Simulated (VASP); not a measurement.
Output of a VASP run:

OUTCAR:
```
 ion  position               nearest neighbor table
   1  0.000  0.000  0.000-   4 2.06   4 2.06   4 2.06   3 2.06   3 2.06   3 2.06   2 2.91   2 2.91
                             2 2.91   2 2.91   2 2.91   2 2.91
   2  0.500  0.500  0.500-   3 2.06   3 2.06   3 2.06   4 2.06   4 2.06   4 2.06   1 2.91   1 2.91
                             1 2.91   1 2.91   1 2.91   1 2.91
   3  0.250  0.250  0.250-   1 2.06   1 2.06   1 2.06   2 2.06   2 2.06   2 2.06
   4  0.750  0.750  0.750-   2 2.06   2 2.06   2 2.06   1 2.06   1 2.06   1 2.06
  LATTYP: Found a trigonal (rhomboedric) cell.
 ALAT       =     5.0413487186
 COS(alpha) =     0.8328698842
 Subroutine PRICEL returns following result:
  LATTYP: Found a trigonal (rhomboedric) cell.
 ALAT       =     2.9116355587
 COS(alpha) =     0.4989579638
 Subroutine GETGRP returns: Found 12 space group operations
The static configuration has the point symmetry D_3d.
The dynamic configuration has the point symmetry D_3d.
The overall configuration has the point symmetry D_3d.
 Subroutine INISYM returns: Found 12 space group operations
 Subroutine IBZKPT returns following result:
 Found     65 irreducible k-points:

 Following reciprocal coordinates:
            Coordinates               Weight
  0.000000  0.000000  0.000000      1.000000
  0.125000  0.000000  0.000000      6.000000
  0.250000  0.000000  0.000000      6.000000
  0.375000  0.000000  0.000000      6.000000
  0.500000  0.000000  0.000000      3.000000
  0.125000  0.125000  0.000000      6.000000
  0.250000  0.125000  0.000000     12.000000
  0.375000  0.125000  0.000000     12.000000
  0.500000  0.125000  0.000000     12.000000
 -0.375000  0.125000  0.000000     12.000000
 -0.250000  0.125000 -0.000000     12.000000
 -0.125000  0.125000  0.000000      6.000000
  0.250000  0.250000  0.000000      6.000000
  0.375000  0.250000  0.000000     12.000000
  0.500000  0.250000  0.000000     12.000000
 -0.375000  0.250000  0.000000     12.000000
 -0.250000  0.250000  0.000000      6.000000
  0.375000  0.375000  0.000000      6.000000
  0.500000  0.375000  0.000000     12.000000
 -0.375000  0.375000  0.000000      6.000000
  0.500000  0.500000  0.000000      3.000000
  0.125000  0.125000  0.125000      2.000000
  0.250000  0.125000  0.125000      6.000000
  0.375000  0.125000  0.125000      6.000000
  0.500000  0.125000  0.125000      6.000000
 -0.375000  0.125000  0.125000      6.000000
 -0.250000  0.125000  0.125000      6.000000
 -0.125000  0.125000  0.125000      6.000000
  0.250000  0.250000  0.125000      6.000000
  0.375000  0.250000  0.125000     12.000000
  0.500000  0.250000  0.125000     12.000000
 -0.375000  0.250000  0.125000     12.000000
 -0.250000  0.250000  0.125000     12.000000
 -0.125000  0.250000  0.125000     12.000000
  0.375000  0.375000  0.125000      6.000000
  0.500000  0.375000  0.125000     12.000000
 -0.375000  0.375000  0.125000     12.000000
 -0.250000  0.375000  0.125000     12.000000
 -0.125000  0.375000  0.125000     12.000000
  0.500000  0.500000  0.125000      6.000000
   k-points           NKPTS =     65   k-points in BZ     NKDIM =     65   number of bands    NBANDS=     20
   number of dos      NEDOS =    301   number of ions     NIONS =      4
   total plane-waves  NPLWV =  64000
   dimension x,y,z NGX =    40 NGY =   40 NGZ =   40
   dimension x,y,z NGXF=    80 NGYF=   80 NGZF=   80
   ions per type =               2   2
   PREC   = accura    normal or accurate (medium, high low for compatibility)
   ISTART =      0    job   : 0-new  1-cont  2-samecut
   ICHARG =      2    charge: 1-file 2-atom 10-const
   ISPIN  =      2    spin polarized calculation?
   LNONCOLLINEAR =      F non collinear calculations
   LSORBIT =      F    spin-orbit coupling
   INIWAV =      1    electr: 0-lowe 1-rand  2-diag
   ENCUT  =  600.0 eV  44.10 Ry    6.64 a.u.  10.07 10.07 10.07*2*pi/ulx,y,z
   NELM   =    100;   NELMIN=  2; NELMDL= -5     # of ELM steps
   EDIFF  = 0.1E-06   stopping-criterion for ELM
...
```

### OSZICAR
```
...
DAV:   4    -0.252724104237E+02    0.85979E-02   -0.32574E-02  7056   0.291E+00    0.631E-01
DAV:   5    -0.252687626266E+02    0.36478E-02   -0.71473E-03  8976   0.171E+00    0.356E-01
DAV:   6    -0.252676668717E+02    0.10958E-02   -0.36466E-03  5736   0.917E-01    0.114E-01
DAV:   7    -0.252676064285E+02    0.60443E-04   -0.49313E-04  7896   0.267E-01    0.521E-02
DAV:   8    -0.252676124734E+02   -0.60449E-05   -0.55531E-05  6480   0.994E-02    0.234E-02
DAV:   9    -0.252676122831E+02    0.19022E-06   -0.58060E-06  6440   0.290E-02    0.656E-03
DAV:  10    -0.252676117906E+02    0.49251E-06   -0.29797E-06  6144   0.168E-02    0.120E-03
DAV:  11    -0.252676118441E+02   -0.53452E-07   -0.51001E-08  2800   0.296E-03
   2 F= -.24220113E+02 E0= -.24220113E+02  d E =-.322287E-02  mag=     0.0000
       N       E                     dE             d eps       ncg     rms          rms(c)
DAV:   1    -0.253952598846E+02   -0.12765E+00   -0.19834E+00  6480   0.210E+01    0.242E+00
DAV:   2    -0.253091054097E+02    0.86154E-01   -0.38077E-01  6296   0.124E+01    0.157E+00
DAV:   3    -0.252995317161E+02    0.95737E-02   -0.37665E-02  7560   0.462E+00    0.853E-01
DAV:   4    -0.252977879517E+02    0.17438E-02   -0.76959E-03  6984   0.131E+00    0.301E-01
DAV:   5    -0.252970363722E+02    0.75158E-03   -0.14809E-03  8944   0.776E-01    0.169E-01
DAV:   6    -0.252968050283E+02    0.23134E-03   -0.81733E-04  5976   0.448E-01    0.501E-02
DAV:   7    -0.252967934616E+02    0.11567E-04   -0.12165E-04  7768   0.113E-01    0.234E-02
DAV:   8    -0.252967951941E+02   -0.17325E-05   -0.84414E-06  6448   0.548E-02    0.106E-02
DAV:   9    -0.252967953605E+02   -0.16644E-06   -0.20671E-06  5808   0.148E-02    0.268E-03
DAV:  10    -0.252967953516E+02    0.89231E-08   -0.81978E-07  5872   0.124E-02
   3 F= -.24229477E+02 E0= -.24229477E+02  d E =-.125872E-01  mag=     0.0000
       N       E                     dE             d eps       ncg     rms          rms(c)
DAV:   1    -0.252973240158E+02   -0.52866E-03   -0.18795E-02  5440   0.124E+00    0.153E-01
DAV:   2    -0.252971025085E+02    0.22151E-03   -0.31265E-04  6848   0.348E-01    0.871E-02
DAV:   3    -0.252970164597E+02    0.86049E-04   -0.71302E-05  7456   0.227E-01    0.354E-02
DAV:   4    -0.252970187441E+02   -0.22844E-05   -0.14703E-05  7672   0.786E-02    0.128E-02
DAV:   5    -0.252970171122E+02    0.16319E-05   -0.93132E-07  7072   0.299E-02    0.593E-03
DAV:   6    -0.252970168792E+02    0.23296E-06   -0.48639E-07  6080   0.112E-02    0.226E-03
DAV:   7    -0.252970169063E+02   -0.27073E-07   -0.68151E-08  2704   0.621E-03
   4 F= -.24229686E+02 E0= -.24229686E+02  d E =-.208951E-03  mag=    -0.0000
       N       E                     dE             d eps       ncg     rms          rms(c)
DAV:   1    -0.252994049683E+02   -0.23881E-02   -0.12847E-01  5432   0.323E+00    0.401E-01
DAV:   2    -0.252978927781E+02    0.15122E-02   -0.21321E-03  6848   0.908E-01    0.228E-01
DAV:   3    -0.252973067513E+02    0.58603E-03   -0.48557E-04  7496   0.591E-01    0.915E-02
DAV:   4    -0.252973213997E+02   -0.14648E-04   -0.99512E-05  7712   0.204E-01    0.333E-02
DAV:   5    -0.252973105134E+02    0.10886E-04   -0.60781E-06  7800   0.767E-02    0.154E-02
DAV:   6    -0.252973089939E+02    0.15196E-05   -0.33090E-06  7536   0.284E-02    0.592E-03
DAV:   7    -0.252973091257E+02   -0.13180E-06   -0.44904E-07  4872   0.146E-02    0.376E-03
DAV:   8    -0.252973091390E+02   -0.13310E-07   -0.15008E-07  3072   0.485E-03
   5 F= -.24229959E+02 E0= -.24229959E+02  d E =-.481490E-03  mag=     0.0000
```

File OUTCAR:
```
------------------------ aborting loop because EDIFF is reached ----------------------------------------
  FORCE on cell =-STRESS in cart. coord.  units (eV):
  Direction    XX          YY          ZZ          XY          YZ          ZX
  --------------------------------------------------------------------------------------
  Total        1.0657301      1.0657301      1.0657301     -0.0071665     -0.0071665     -0.0071665
  in kB       49.9240932     49.9240932     49.9240932     -0.3357133     -0.3357133     -0.3357133
  external PRESSURE =      -0.0759068 kB  Pullay stress =      50.0000000 kB
  volume of cell :       34.20
      direct lattice vectors                 reciprocal lattice vectors
     4.076162015  2.024487492  2.024487492     0.365962779 -0.121443966 -0.121443966
     2.024487492  4.076162015  2.024487492    -0.121443966  0.365962779 -0.121443966
     2.024487492  2.024487492  4.076162015    -0.121443966 -0.121443966  0.365962779
 POSITION                                       TOTAL-FORCE (eV/Angst)
 -----------------------------------------------------------------------------------
      0.00000      0.00000      0.00000        -0.000000     -0.000000     -0.000000
      4.06257      4.06257      4.06257        -0.000000      0.000000     -0.000000
      2.03128      2.03128      2.03128        -0.000000      0.000000      0.000000
      6.09385      6.09385      6.09385         0.000000     -0.000000      0.000000
 -----------------------------------------------------------------------------------
    total drift:                                0.000000     -0.000000     -0.000000
  FREE ENERGIE OF THE ION-ELECTRON SYSTEM (eV)
  ---------------------------------------------------
  free  energy   TOTEN  =       -25.2973091390 eV

  energy  without entropy=      -25.2973091390  energy(sigma->0) =      -25.29730914
  enthalpy is  TOTEN    =       -24.2299586691 eV   P V=        1.0673504698

 total charge

# of ion       s       p       d       tot
------------------------------------------
    1        0.355   0.459   8.328   9.142
    2        0.355   0.459   8.328   9.142
    3        1.554   3.417   0.000   4.971
    4        1.554   3.417   0.000   4.971
--------------------------------------------------
tot          3.819   7.753  16.655  28.227

 magnetization (x)

# of ion       s       p       d       tot
------------------------------------------
    1       -0.011  -0.015   1.276   1.250
    2        0.011   0.015  -1.276  -1.250
    3        0.000   0.000   0.000   0.000
    4        0.000   0.000   0.000   0.000
--------------------------------------------------
tot          0.000   0.000   0.000   0.000

 reached required accuracy - stopping structural energy minimisation
```
(Selected blocks of OUTCAR.)

File POSCAR:
```
NiO
1
    4.1176733786     2.0566918643     2.0566918643
    2.0566918643     4.1176733786     2.0566918643
    2.0566918643     2.0566918643     4.1176733786
Ni O
2 2
Direct
  0.0000000000   0.0000000000   0.0000000000
  0.5000000000   0.5000000000   0.5000000000
  0.2500000000   0.2500000000   0.2500000000
  0.7500000000   0.7500000000   0.7500000000
```

Problem. Reconstruct the remaining input files.

Solution. One answer among several that fit: the input of the run itself, PBEsol GGA, plane waves, VASP's PBE PAW potentials (set 64).

File KPOINTS:
```
Automatic mesh
0
Gamma
8 8 8
0 0 0
```

INCAR:
```
SYSTEM  =  NiO
PREC  =  Accurate; ENCUT  =  600; LREAL  =  F
LASPH  =  T
EDIFF  =  1E-7; NELM  =  100; ALGO  =  Normal
LMAXMIX  =  4
ISMEAR  =  0; SIGMA  =  0.05
GGA  =  PS
MAGMOM  =  1.3 -1.3 0.0 0.0
ISPIN  =  2
IBRION  =  2; NSW  =  40; ISIF  =  3
EDIFFG  =  -0.01; PSTRESS  =  50
LWAVE  =  F; LCHARG  =  F; LORBIT  =  10
```

POTCAR, in this order: Ni O (PBE.64 set). Program: vasp_std.

Energy and stress use the plane-wave basis of the starting cell.

The compound is NiO in the rock salt, AFM-II order structure. This run relaxes it under an external pressure of 5 GPa. Symmetry was kept, so distortions that lower it aren't found.
